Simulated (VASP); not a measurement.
Energy against volume of Li (bcc). All values below come from LDA (Ceperley-Alder, Perdew-Zunger), VASP's LDA PAW potentials (set 64) (plane waves; VASP).

```
V (Å³/atom)  E (eV/atom)
-----------  -----------
17.723          -2.03881
18.288          -2.04202
18.854          -2.04333
19.420          -2.04304
19.985          -2.04128
```

Fit a third-order Birch-Murnaghan equation of state.

| Item | Result |
|---|---|
| volume per atom | 19.02 Å^3/atom |
| bulk modulus | 150 kbar |
| pressure derivative of the bulk modulus | 3.39 |
| lattice constant a | 3.363 Å |

Measured: bulk modulus 13.8 GPa at 0 K (computed value off by +8.8 %), as given by H. Levämäki et al., Physical Review B (2014), arXiv:1402.3671 [corrected for temperature and zero-point phonon effects]; a 3.449 Å at 0 K (computed value off by -2.5 %), as given by Gábor I. Csonka et al., Physical Review B (2009), arXiv:0903.4037 [low-temperature or extrapolated to 0 K; zero-point anharmonic expansion removed].

The compound is Li in the bcc structure. It was relaxed first, which changed the volume by -11 %.
